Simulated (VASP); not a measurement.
# Tantalum: the relaxed cell at several levels of theory

How much does the relaxed cell of Tantalum depend on the functional? The starting structure is a measured crystal structure from the Crystallography Open Database. The first relaxation on each setting starts from this cell expanded by 3 % in volume.

Main program and level: VASP 6.6.1; Kohn-Sham DFT with plane waves and PAW; PBEsol, LDA, PBE, PBEsol + D3(BJ), r2SCAN, r2SCAN + rVV10, rev-vdW-DF2 and AM05.

### 1. Set-up

It takes space group Im-3m (No. 229, cubic). Conventional cell: a = 3.306 Å, b = 3.306 Å, c = 3.306 Å, α = 90.00°, β = 90.00°, γ = 90.00°. Nearest to Ta lie 8 Ta at 2.86 Å.

Structure file:

```
Ta
1.0
    -1.65290    1.65290    1.65290
     1.65290   -1.65290    1.65290
     1.65290    1.65290   -1.65290
Ta
1
Cartesian
  0.0000 0.0000 0.0000
```

### 2. Relaxation with PBEsol

PBEsol restores the gradient expansion of exchange and is tuned for the cells of solids. This run starts from the cell of an earlier relaxation, which isn't shown; the restart sets up the plane waves anew.

File INCAR:

```
SYSTEM = Ta
PREC = Accurate
ENCUT = 450
EDIFF = 1E-06
NELM = 100
ISMEAR = 1
SIGMA = 0.15
LREAL = .FALSE.
ALGO = Normal
GGA = PS
NBANDS = 11
LORBIT = 11
LWAVE = .FALSE.
LCHARG = .FALSE.
KPAR = 4
IBRION = 2
NSW = 50
ISIF = 3
EDIFFG = -0.006
```

File POSCAR:

```
Ta
1.0
   -1.6405723621      1.6405723621      1.6405723621
    1.6405723621     -1.6405723621      1.6405723621
    1.6405723621      1.6405723621     -1.6405723621
Ta
1
Direct
    0.0000000000      0.0000000000      0.0000000000
```

File KPOINTS:

```
Automatic mesh
0
Gamma
18 18 18
0 0 0
```

PAW data sets: Ta_pv (PBE family, release 64).

Command:

```sh
$ mpirun -np 4 vasp_std
```

Output:

```text
[banner, memory and clock lines left out]
running    4 mpi-ranks, on    1 nodes
 distrk:  each k-point on    1 cores,    4 groups
 distr:  one band on    1 cores,    1 groups

 POSCAR found type information on POSCAR Ta
 POSCAR found :  1 types and       1 ions
|                                                                             |
|               ----> ADVICE to this user running VASP <----                  |
|                                                                             |
|     You enforced a specific xc type in the INCAR file but a different       |
|     [... a line on the potential file left out ...]
|     I HOPE YOU KNOW WHAT YOU ARE DOING!                                     |
|                                                                             |

 LDA part: xc-table for (Slater+PW92), standard interpolation
 POSCAR, INCAR and KPOINTS ok, starting setup
 FFT: planning ... GRIDC
 FFT: planning ... GRID_SOFT
 FFT: planning ... GRID
 WAVECAR not read
 entering main loop
       N       E                     dE             d eps       ncg     rms          rms(c)
DAV:   1     0.510057594876E+02    0.51006E+02   -0.58598E+03  4306   0.865E+02
DAV:   2    -0.121859487246E+02   -0.63192E+02   -0.61686E+02  4759   0.233E+02
DAV:   3    -0.130455908381E+02   -0.85964E+00   -0.85141E+00  5182   0.263E+01
DAV:   4    -0.130483168781E+02   -0.27260E-02   -0.27256E-02  4721   0.157E+00
DAV:   5    -0.130483294052E+02   -0.12527E-04   -0.12527E-04  5153   0.961E-02    0.143E+01
DAV:   6    -0.126682100710E+02    0.38012E+00   -0.32746E-01  4896   0.630E+00    0.700E+00
DAV:   7    -0.125529366421E+02    0.11527E+00   -0.27680E-01  4890   0.540E+00    0.386E-01
DAV:   8    -0.125516236711E+02    0.13130E-02   -0.85823E-03  5178   0.759E-01    0.672E-02
DAV:   9    -0.125516225943E+02    0.10767E-05   -0.52403E-05  4894   0.762E-02    0.208E-02
DAV:  10    -0.125516201627E+02    0.24316E-05   -0.22590E-06  4856   0.172E-02    0.361E-03
DAV:  11    -0.125516201310E+02    0.31701E-07   -0.13765E-07  2757   0.425E-03
   1 F= -.12551620E+02 E0= -.12551822E+02  d E =-.125516E+02
 curvature:   0.00 expect dE= 0.000E+00 dE for cont linesearch  0.000E+00
 trial: gam= 0.00000 g(F)=  0.220E-62 g(S)=  0.180E-06 ort = 0.000E+00 (trialstep = 0.100E+01)
 search vector abs. value=  0.180E-06
 reached required accuracy - stopping structural energy minimisation
```

Run time: 5.4 s. Hardware: 4 MPI ranks of Intel Xeon Platinum 8259CL at 2.50GHz (Skylake/Cascade Lake), shared host; peak memory 0.56 GiB; 19 s of CPU time.

The logs omit lines about the potential files and the build; timing stands in the text.

From OUTCAR (step 2):

```text
ion  position               nearest neighbor table
   1  0.000  0.000  0.000-

  LATTYP: Found a body centered cubic cell.
 ALAT       =     3.2811447242

 Subroutine GETGRP returns: Found 48 space group operations
 (whereof 48 operations were pure point group operations)

The static configuration has the point symmetry O_h .

 Found    195 irreducible k-points:

   k-points           NKPTS =    195   k-points in BZ     NKDIM =    195   number of bands    NBANDS=     11

   dimension x,y,z NGX =    20 NGY =   20 NGZ =   20
   dimension x,y,z NGXF=    40 NGYF=   40 NGZF=   40

   ENCUT  =  450.0 eV  33.07 Ry    5.75 a.u.   4.91  4.91  4.91*2*pi/ulx,y,z

   NELECT =      11.0000    total number of electrons

 k-points in reciprocal lattice and weights: Automatic mesh
   0.00000000  0.00000000  0.00000000       0.000
   0.05555556  0.00000000  0.00000000       0.002
   0.11111111  0.00000000  0.00000000       0.002
   0.16666667  0.00000000  0.00000000       0.002
   0.22222222  0.00000000  0.00000000       0.002
   0.27777778  0.00000000  0.00000000       0.002
   0.33333333  0.00000000  0.00000000       0.002
   0.38888889  0.00000000  0.00000000       0.002
   0.44444444  0.00000000  0.00000000       0.002
[...]
0.50000000  0.50000000  0.44444444       0.002
   0.50000000  0.50000000  0.50000000       0.000

 average (electrostatic) potential at core
       1 -36.0159

 E-fermi :   5.4863

 k-point     1 :       0.0000    0.0000    0.0000
  band No.  band energies     occupation
      1     -27.4655      2.00000
      2     -27.4655      2.00000
      3     -27.4655      2.00000
      4      -2.5252      2.00000
      5       6.2024     -0.00000
      6       6.2024     -0.00000
      7       6.2024     -0.00000
      8       9.5370      0.00000
      9       9.5370      0.00000
    ...

 k-point     2 :       0.0556    0.0000    0.0000
  band No.  band energies     occupation
      1     -27.5070      2.00000
      2     -27.4781      2.00000
      3     -27.4657      2.00000
      4      -2.3829      2.00000
      5       6.1092     -0.00000
      6       6.1765     -0.00000
      7       6.3416     -0.00000
      8       9.3825      0.00000
      9       9.5368      0.00000
    ...

 k-point     3 :       0.1111    0.0000    0.0000
  band No.  band energies     occupation
      1     -27.6254      2.00000
      2     -27.5145      2.00000
      3     -27.4664      2.00000
      4      -1.9712      2.00000
      5       5.8528     -0.00298
      6       6.0668     -0.00000
      7       6.7550     -0.00000
      8       9.0606      0.00000
      9       9.5446      0.00000
    ...

  Total       -0.0011159     -0.0011159     -0.0011159      0.0000000     -0.0000000      0.0000000
  in kB       -0.1012279     -0.1012279     -0.1012279      0.0000000     -0.0000000      0.0000000
  external PRESSURE =      -0.1012279 kB  Pullay stress =       0.0000000 kB

  energy-cutoff  :      450.00
  volume of cell :       17.66
      direct lattice vectors                 reciprocal lattice vectors
    -1.640572362  1.640572362  1.640572362     0.000000000  0.304771683  0.304771683
     1.640572362 -1.640572362  1.640572362     0.304771683  0.000000000  0.304771683
     1.640572362  1.640572362 -1.640572362     0.304771683  0.304771683  0.000000000

 POSITION                                       TOTAL-FORCE (eV/Angst)
 -----------------------------------------------------------------------------------
      0.00000      0.00000      0.00000         0.000000      0.000000     -0.000000
 -----------------------------------------------------------------------------------
    total drift:                                0.000000     -0.000000      0.000000

  FREE ENERGIE OF THE ION-ELECTRON SYSTEM (eV)
  ---------------------------------------------------
  free  energy   TOTEN  =       -12.5516201310 eV

  energy  without entropy=      -12.5522256964  energy(sigma->0) =      -12.55182199

 reached required accuracy - stopping structural energy minimisation

 total charge
# of ion       s       p       d       tot
------------------------------------------
    1        0.374   6.173   2.428   8.974

[... 3 further parts left out ...]
```

CONTCAR:

```
Ta
   1.00000000000000
    -1.6405723620999999    1.6405723620999999    1.6405723620999999
     1.6405723620999999   -1.6405723620999999    1.6405723620999999
     1.6405723620999999    1.6405723620999999   -1.6405723620999999
  Ta
     1
Direct
     0.0000000000000000    0.0000000000000000    0.0000000000000000
```

This run has no spin polarisation. Its electron count is odd, so without a moment it is a metal by construction. The PAW data sets were made with PBE, which is usual practice but a small mismatch for other functionals. The run keeps the 48 symmetry operations of its start, so it cannot find a distortion of lower symmetry.

With PBEsol the relaxed cell holds 17.662 Å³ an atom, -2.22 % against the measured cell, with a = 3.281 Å. Pressures at 0.985 and 1.015 times this volume, from two more relaxations that aren't shown, give a bulk modulus of 208.6 GPa.

### 3. Relaxation with LDA

LDA, the lowest rung, knows the local density alone. This run starts from the cell of an earlier relaxation, which isn't shown; the restart sets up the plane waves anew.

Changes to INCAR since step 2:

```diff
@@ -9,3 +9,3 @@
 ALGO = Normal
-GGA = PS
+GGA = CA
 NBANDS = 11
```

File POSCAR:

```
Ta
1.0
   -1.6284389586      1.6284389586      1.6284389586
    1.6284389586     -1.6284389586      1.6284389586
    1.6284389586      1.6284389586     -1.6284389586
Ta
1
Direct
    0.0000000000      0.0000000000      0.0000000000
```

KPOINTS is that of step 2.

The projector-augmented-wave data sets are Ta_pv (LDA family, release 64).

Command:

```sh
$ mpirun -np 4 vasp_std
```

Output:

```text
[banner, memory and clock lines left out]
running    4 mpi-ranks, on    1 nodes
[...]
LDA part: xc-table for (Slater(with rela. corr.)+CA(PZ))
 , standard interpolation
 POSCAR, INCAR and KPOINTS ok, starting setup
[...]
entering main loop
       N       E                     dE             d eps       ncg     rms          rms(c)
DAV:   1     0.523773567764E+02    0.52377E+02   -0.57919E+03  4301   0.860E+02
DAV:   2    -0.123977197863E+02   -0.64775E+02   -0.63233E+02  4739   0.235E+02
DAV:   3    -0.132913689914E+02   -0.89365E+00   -0.88305E+00  5254   0.267E+01
DAV:   4    -0.132941651535E+02   -0.27962E-02   -0.27956E-02  4748   0.159E+00
[...]
DAV:   8    -0.128298578403E+02    0.17581E-02   -0.71928E-03  5014   0.743E-01    0.537E-02
DAV:   9    -0.128298508691E+02    0.69712E-05   -0.56920E-05  4919   0.724E-02    0.230E-02
DAV:  10    -0.128298503781E+02    0.49092E-06   -0.38185E-06  4864   0.217E-02
   1 F= -.12829850E+02 E0= -.12830070E+02  d E =-.128299E+02
[...]
reached required accuracy - stopping structural energy minimisation
```

Elapsed: 4.8 s, on 4 MPI ranks; peak memory 0.54 GiB.

From OUTCAR (step 3):

```text
  Total        0.0019837      0.0019837      0.0019837      0.0000000     -0.0000000     -0.0000000
  in kB        0.1839994      0.1839994      0.1839994      0.0000000     -0.0000000     -0.0000000
  external PRESSURE =       0.1839994 kB  Pullay stress =       0.0000000 kB

 POSITION                                       TOTAL-FORCE (eV/Angst)
 -----------------------------------------------------------------------------------
      0.00000      0.00000      0.00000         0.000000      0.000000      0.000000
 -----------------------------------------------------------------------------------
    total drift:                                0.000000     -0.000000      0.000000

  FREE ENERGIE OF THE ION-ELECTRON SYSTEM (eV)
  ---------------------------------------------------
  free  energy   TOTEN  =       -12.8298503781 eV

  energy  without entropy=      -12.8305099169  energy(sigma->0) =      -12.83007022

[... 2 parts as in an earlier step ...]

[... 2 further parts left out ...]
[key lines of the parts left out:]
E-fermi :   5.7457
```

With LDA the relaxed cell holds 17.273 Å³ an atom, -4.37 % against the measured cell, with a = 3.257 Å. That is -2.20 % from PBEsol. Pressures at 0.985 and 1.015 times this volume, from two more relaxations that aren't shown, give a bulk modulus of 223.4 GPa.

### 4. Relaxation with PBE

PBE, the usual starting point, adds the gradient of the density.

Changes to INCAR since step 3:

```diff
@@ -9,3 +9,3 @@
 ALGO = Normal
-GGA = CA
+GGA = PE
 NBANDS = 11
```

File POSCAR:

```
Ta
1.0
   -1.6692664109      1.6692664109      1.6692664109
    1.6692664109     -1.6692664109      1.6692664109
    1.6692664109      1.6692664109     -1.6692664109
Ta
1
Direct
    0.0000000000      0.0000000000      0.0000000000
```

KPOINTS is that of step 3.

PAW data sets: Ta_pv (PBE family, release 64).

Command:

```sh
$ mpirun -np 4 vasp_std
```

Output:

```text
[banner, memory and clock lines left out]
running    4 mpi-ranks, on    1 nodes
[...]
LDA part: xc-table for (Slater+PW92), standard interpolation
 POSCAR, INCAR and KPOINTS ok, starting setup
[...]
entering main loop
       N       E                     dE             d eps       ncg     rms          rms(c)
DAV:   1     0.504362123682E+02    0.50436E+02   -0.58311E+03  4290   0.850E+02
DAV:   2    -0.114537896204E+02   -0.61890E+02   -0.60652E+02  4831   0.230E+02
DAV:   3    -0.122945747976E+02   -0.84079E+00   -0.83258E+00  5257   0.260E+01
DAV:   4    -0.122974198496E+02   -0.28451E-02   -0.28448E-02  4679   0.163E+00
[...]
DAV:   9    -0.118091172461E+02    0.44508E-05   -0.91446E-05  4800   0.107E-01    0.253E-02
DAV:  10    -0.118091110857E+02    0.61604E-05   -0.30343E-06  4985   0.198E-02    0.282E-03
DAV:  11    -0.118091113422E+02   -0.25657E-06   -0.12708E-07  2747   0.424E-03
   1 F= -.11809111E+02 E0= -.11809475E+02  d E =-.118091E+02
[...]
DAV:   6    -0.117952818724E+02    0.10611E-05   -0.21459E-06  4410   0.171E-02    0.131E-03
DAV:   7    -0.117952816749E+02    0.19752E-06   -0.29683E-08  2544   0.185E-03
   2 F= -.11795282E+02 E0= -.11795471E+02  d E =0.138297E-01
 trial-energy change:    0.013830  1 .order    0.014320   -0.021697    0.050337
 step:   0.3099(harm=  0.3012)  dis= 0.00000  next Energy=   -11.812488 (dE=-0.338E-02)
[...]
N       E                     dE             d eps       ncg     rms          rms(c)
DAV:   1    -0.119079209568E+02   -0.11264E+00   -0.29481E+00  4503   0.218E+01    0.280E+00
DAV:   2    -0.118290711756E+02    0.78850E-01   -0.98295E-02  4491   0.342E+00    0.936E-01
DAV:   3    -0.118122304253E+02    0.16841E-01   -0.46533E-02  4713   0.232E+00    0.336E-01
DAV:   4    -0.118125446971E+02   -0.31427E-03   -0.60988E-04  5406   0.258E-01    0.388E-02
DAV:   5    -0.118125483817E+02   -0.36846E-05   -0.24134E-05  4860   0.502E-02    0.197E-02
DAV:   6    -0.118125473805E+02    0.10012E-05   -0.60143E-07  3247   0.947E-03    0.102E-03
DAV:   7    -0.118125474947E+02   -0.11420E-06   -0.44458E-08  2406   0.258E-03
   3 F= -.11812547E+02 E0= -.11812847E+02  d E =-.343615E-02
[...]
reached required accuracy - stopping structural energy minimisation
```

Wall time 11 s (4 MPI ranks); peak memory 0.61 GiB; 43 s of CPU time.

Parts of OUTCAR (step 4):

```text
  Total       -0.0045713     -0.0045713     -0.0045713     -0.0000000     -0.0000000      0.0000000
  in kB       -0.4005667     -0.4005667     -0.4005667     -0.0000000     -0.0000000      0.0000000
  external PRESSURE =      -0.4005667 kB  Pullay stress =       0.0000000 kB

 POSITION                                       TOTAL-FORCE (eV/Angst)
 -----------------------------------------------------------------------------------
      0.00000      0.00000      0.00000        -0.000000      0.000000     -0.000000
 -----------------------------------------------------------------------------------
    total drift:                                0.000000     -0.000000      0.000000

  FREE ENERGIE OF THE ION-ELECTRON SYSTEM (eV)
  ---------------------------------------------------
  free  energy   TOTEN  =       -11.8125474947 eV

  energy  without entropy=      -11.8134463465  energy(sigma->0) =      -11.81284711

[... 2 parts as in an earlier step ...]

[... 2 further parts left out ...]
[key lines of the parts left out:]
E-fermi :   5.3738
```

With PBE the relaxed cell holds 18.284 Å³ an atom, +1.22 % against the measured cell, with a = 3.319 Å. That is +3.52 % from PBEsol. Pressures at 0.985 and 1.015 times this volume, from two more relaxations that aren't shown, give a bulk modulus of 195.3 GPa.

### 5. Relaxation with PBEsol + D3(BJ)

D3 with Becke-Johnson damping keeps a finite attraction at short range. This run starts from the cell of an earlier relaxation, which isn't shown; the restart sets up the plane waves anew.

Changes to INCAR since step 4:

```diff
@@ -9,3 +9,4 @@
 ALGO = Normal
-GGA = PE
+GGA = PS
+IVDW = 12
 NBANDS = 11
```

File POSCAR:

```
Ta
1.0
   -1.6229892048      1.6229892048      1.6229892048
    1.6229892048     -1.6229892048      1.6229892048
    1.6229892048      1.6229892048     -1.6229892048
Ta
1
Direct
    0.0000000000      0.0000000000      0.0000000000
```

KPOINTS is that of step 4.

Command:

```sh
$ mpirun -np 4 vasp_std
```

Output:

```text
[banner, memory and clock lines left out]
running    4 mpi-ranks, on    1 nodes
[...]
[... a notice as in an earlier step ...]

 LDA part: xc-table for (Slater+PW92), standard interpolation
 POSCAR, INCAR and KPOINTS ok, starting setup
[...]
entering main loop
       N       E                     dE             d eps       ncg     rms          rms(c)
DAV:   1     0.498332784970E+02    0.49833E+02   -0.58547E+03  4314   0.864E+02
DAV:   2    -0.122087755927E+02   -0.62042E+02   -0.60700E+02  4814   0.232E+02
DAV:   3    -0.130074928182E+02   -0.79872E+00   -0.78850E+00  5187   0.257E+01
DAV:   4    -0.130097470932E+02   -0.22543E-02   -0.22537E-02  4741   0.148E+00
[...]
DAV:   9    -0.125391168781E+02   -0.55744E-05   -0.24914E-05  5009   0.536E-02    0.210E-02
DAV:  10    -0.125391148059E+02    0.20722E-05   -0.14482E-06  3732   0.147E-02    0.302E-03
DAV:  11    -0.125391147398E+02    0.66139E-07   -0.54110E-08  2685   0.285E-03
   1 F= -.13306159E+02 E0= -.13306423E+02  d E =-.133062E+02
[...]
reached required accuracy - stopping structural energy minimisation
```

The job ended after 5.4 s (4 MPI ranks; peak memory 0.6 GiB; 19 s of CPU time).

Parts of OUTCAR (step 5):

```text
 Edisp (eV)   -0.76704

  Total      -0.00156    -0.00156    -0.00156     0.00000     0.00000    -0.00000
  in kB      -0.14621    -0.14621    -0.14621     0.00000     0.00000    -0.00000
  external pressure =       -0.15 kB  Pullay stress =        0.00 kB

  FREE ENERGIE OF THE ION-ELECTRON SYSTEM (eV)
  ---------------------------------------------------
  free  energy   TOTEN  =       -13.3061592163 eV

  energy  without entropy=      -13.3069510446  energy(sigma->0) =      -13.30642316

[... 3 parts as in an earlier step ...]

[... 2 further parts left out ...]
[key lines of the parts left out:]
E-fermi :   5.7464
```

With PBEsol + D3(BJ) the relaxed cell holds 17.100 Å³ an atom, -5.33 % against the measured cell, with a = 3.246 Å. That is -3.18 % from PBEsol. Pressures at 0.985 and 1.015 times this volume, from two more relaxations that aren't shown, give a bulk modulus of 224.9 GPa.

(Part 1 of 2 ends here.)

[Lines on the potential files, build, host, timing and source positions are cut from VASP's logs without a mark.]

[Logs are printed without paths, hosts, clocks, repeated set-up lines and the standing remarks that a program may print on its own settings, such as how far it seeks lower states.]

[Hosts, paths, dates, database ids (printed as entryN), source tags and the programs' standing remarks are cut or masked in the printed files.]
